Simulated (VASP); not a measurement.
Calculation: PBEsol GGA, VASP's PBE PAW potentials (set 64) (plane waves; VASP).

Input for VASP

**INCAR**
```
ALGO=Normal
EDIFF=1E-6
EDIFFG=-0.02
ENCUT=400
GGA=PS
IBRION=2
ISIF=3
ISMEAR=1
LASPH=.TRUE.
LCHARG=.FALSE.
LREAL=.FALSE.
LWAVE=.FALSE.
NELM=100
NSW=60
PREC=Accurate
SIGMA=0.1
SYSTEM=Al
```

KPOINTS:
```
Automatic mesh
0
Gamma
11 11 3
0 0 0
```

### POSCAR
```
Al
1
    2.8198834511    -0.0000000000     0.0000000000
   -1.4099417256     2.4420911567    -0.0000000000
    0.0000000000    -0.0000000000     9.3979547609
Al
4
Direct
  0.0000000000   0.0000000000   0.0000000000
  0.0000000000   0.0000000000   0.5000000000
  0.3333330000   0.6666670000   0.2500000000
  0.6666670000   0.3333330000   0.7500000000
```

POTCAR, in this order: Al (PBE.64 set). Program: vasp_std.

The resulting files:

OSZICAR:
```
       N       E                     dE             d eps       ncg     rms          rms(c)
DAV:   1     0.477752171298E+01    0.47775E+01   -0.36386E+03   648   0.732E+02
DAV:   2    -0.156460279915E+02   -0.20424E+02   -0.19378E+02   890   0.882E+01
DAV:   3    -0.164643231184E+02   -0.81830E+00   -0.80164E+00   850   0.162E+01
DAV:   4    -0.164730462181E+02   -0.87231E-02   -0.86697E-02   814   0.174E+00
DAV:   5    -0.164731428090E+02   -0.96591E-04   -0.96565E-04   848   0.180E-01    0.284E+00
DAV:   6    -0.164035881623E+02    0.69555E-01   -0.85259E-03   774   0.616E-01    0.162E+00
DAV:   7    -0.163575320025E+02    0.46056E-01   -0.19279E-02   686   0.890E-01    0.250E-01
DAV:   8    -0.163568769507E+02    0.65505E-03   -0.38297E-04   932   0.132E-01    0.325E-02
DAV:   9    -0.163568414331E+02    0.35518E-04   -0.36272E-05   802   0.356E-02    0.503E-03
DAV:  10    -0.163568410827E+02    0.35043E-06   -0.64011E-07   558   0.704E-03
   1 F= -.16356841E+02 E0= -.16356950E+02  d E =-.163568E+02
       N       E                     dE             d eps       ncg     rms          rms(c)
DAV:   1    -0.163587670878E+02   -0.19257E-02   -0.28329E-02   832   0.978E-01    0.106E-01
DAV:   2    -0.163585789224E+02    0.18817E-03   -0.26797E-04   738   0.122E-01    0.514E-02
DAV:   3    -0.163584831748E+02    0.95748E-04   -0.86681E-05   824   0.502E-02    0.152E-02
DAV:   4    -0.163584762186E+02    0.69561E-05   -0.87815E-06   774   0.174E-02    0.751E-03
DAV:   5    -0.163584758614E+02    0.35723E-06   -0.22044E-07   386   0.361E-03
   2 F= -.16358476E+02 E0= -.16358385E+02  d E =-.163478E-02
```

File OUTCAR:
```
------------------------ aborting loop because EDIFF is reached ----------------------------------------
  FORCE on cell =-STRESS in cart. coord.  units (eV):
  Direction    XX          YY          ZZ          XY          YZ          ZX
  --------------------------------------------------------------------------------------
  Total       -0.0214696     -0.0214696     -0.0495873      0.0000000     -0.0000000      0.0000000
  in kB       -0.5282141     -0.5282143     -1.2199930      0.0000000     -0.0000000      0.0000000
  external PRESSURE =      -0.7588071 kB  Pullay stress =       0.0000000 kB
  volume of cell :       65.12
      direct lattice vectors                 reciprocal lattice vectors
     2.831874037 -0.000000000  0.000000000     0.353123051  0.203875650  0.000000000
    -1.415937018  2.452475314 -0.000000000     0.000000000  0.407751301 -0.000000000
    -0.000000000  0.000000000  9.376601650    -0.000000000 -0.000000000  0.106648447
 POSITION                                       TOTAL-FORCE (eV/Angst)
 -----------------------------------------------------------------------------------
      1.41594      2.45248      0.00000         0.000000      0.000000     -0.000000
      1.41594      2.45248      4.68830         0.000000      0.000000     -0.000000
     -0.00000      1.63498      2.34415        -0.000000      0.000000      0.000000
      1.41594      0.81749      7.03245         0.000000     -0.000000     -0.000000
 -----------------------------------------------------------------------------------
    total drift:                               -0.000000     -0.000000     -0.000000
  FREE ENERGIE OF THE ION-ELECTRON SYSTEM (eV)
  ---------------------------------------------------
  free  energy   TOTEN  =       -16.3584758614 eV

  energy  without entropy=      -16.3582029889  energy(sigma->0) =      -16.35838490

 reached required accuracy - stopping structural energy minimisation
```
(Selected blocks of OUTCAR.)

File CONTCAR:
```
Al
   1.00000000000000
     2.8318740368066475   -0.0000000000002455    0.0000000000000000
    -1.4159370184537492    2.4524753142985469   -0.0000000000000000
    -0.0000000000000000    0.0000000000000000    9.3766016503609428
  Al
     4
Direct
     1.0000000000000000    1.0000000000000000    0.0000000000000000
     1.0000000000000000    1.0000000000000000    0.5000000000000000
     0.3333330000000032    0.6666669999999968    0.2500000000000000
     0.6666669999999968    0.3333330000000032    0.7500000000000000
```

OUTCAR:
```
 val. band max:        8.1232932626   @ k =   0.4545  -0.0000   0.0000

 cond. band min:       8.1558382253   @ k =   0.3636   0.0000   0.0000


 Fermi energy:         8.1275598741

 k-point     1 :       0.0000    0.0000    0.0000
  band No.  band energies     occupation
      1      -3.1334      2.00000
      2      -1.4628      2.00000
      3      -1.4577      2.00000
      4       3.3706      2.00000
      5       3.5274      2.00000
      6      11.2931      0.00000
      7      11.3032      0.00000
      8      19.0579      0.00000
      9      19.0686      0.00000
     10      19.2142      0.00000

 k-point     2 :       0.0909   -0.0000    0.0000
  band No.  band energies     occupation
      1      -2.9303      2.00000
      2      -1.2619      2.00000
      3      -1.2569      2.00000
      4       3.5590      2.00000
      5       3.7257      2.00000
      6      11.4559      0.00000
      7      11.4728      0.00000
      8      16.1069      0.00000
      9      17.4073      0.00000
     10      17.4544      0.00000

 k-point     3 :       0.1818    0.0000    0.0000
  band No.  band energies     occupation
      1      -2.3225      2.00000
      2      -0.6613      2.00000
      3      -0.6565      2.00000
      4       4.1238      2.00000
      5       4.3143      2.00000
      6      11.7490      0.00000
      7      11.9232      0.00000
      8      12.9477      0.00000
      9      14.1204      0.00000
     10      14.2791      0.00000

 k-point     4 :       0.2727   -0.0000    0.0000
  band No.  band energies     occupation
      1      -1.3156      2.00000
      2       0.3337      2.00000
      3       0.3377      2.00000
      4       5.0632      2.00000
      5       5.2630      2.00000
      6       9.4248     -0.00000
      7      10.8465      0.00000
      8      10.9975      0.00000
      9      12.9964      0.00000
     10      13.1050      0.00000

 k-point     5 :       0.3636    0.0000    0.0000
...
```

The structure was generated: Al was put into the dhcp type (P6_3/mmc), which need not be its known phase. This run relaxes it. Symmetry was kept, so distortions that lower it aren't found. The start is the result of an earlier pass.
